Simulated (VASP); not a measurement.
Input:

```xyz
5
Lattice="3.9880 0.0000 0.0000 0.0000 3.9880 0.0000 0.0000 0.0000 3.9880" Properties=species:S:1:pos:R:3 pbc="T T T"
K      0.0000     0.0000     0.0000
Ta     1.9940     1.9940     1.9940
O      1.9940     0.0000     1.9940
O      0.0000     1.9940     1.9940
O      1.9940     1.9940     0.0000
```

All values below come from r2SCAN+rVV10, VASP's PBE PAW potentials (set 64) (plane waves; VASP). Run with 520 eV cut-off, 6×6×6 Γ-centred mesh, tetrahedra with Blöchl corrections, potentials K_sv Ta_pv O.

Unless said otherwise, spin-orbit coupling is left out, though it shifts the bands of the heavy elements here.

Problem. Tabulate the total density of states (states/eV per cell) against energy (eV; zero at the valence-band maximum or, without a gap, the Fermi level).

Solution. 
```
E (eV)  DOS (states/eV)
------  ---------------
-9.94              0.00
-9.70              0.00
-9.34              0.00
-9.10              0.00
-8.86              0.00
-8.62              0.00
-8.26              0.00
-8.02              0.00
-7.78              0.00
-7.54              0.00
-7.18              0.00
-6.94              0.00
-6.70              0.00
-6.46              0.00
-6.10              0.00
-5.86              0.00
-5.62              2.19
-5.38              2.10
-5.02              2.10
-4.78              3.83
-4.54              1.58
-4.30              2.10
-3.94              2.10
-3.70              2.87
-3.46              3.45
-3.22              4.72
-2.86              5.60
-2.62              4.18
-2.38              2.67
-2.14              2.20
-1.78              2.42
-1.54              1.12
-1.30              4.88
-1.06              7.66
-0.70              3.26
-0.46              2.41
-0.22              2.86
0.02               0.20
0.38               0.00
0.62               0.00
0.86               0.00
1.10               0.00
1.46               0.00
1.70               0.00
1.94               0.00
2.18               0.00
2.54               0.00
2.78               0.17
3.02               0.43
3.26               0.70
3.62               1.14
3.86               1.11
4.10               1.09
4.34               1.22
4.70               1.41
4.94               2.30
5.18               2.92
5.42               3.27
5.78               1.88
6.02               1.71
```
Within 2 eV below the valence-band maximum the largest weight inside VASP's projection spheres is O p.

The compound is KTaO3 in the cubic perovskite structure. It was relaxed first.
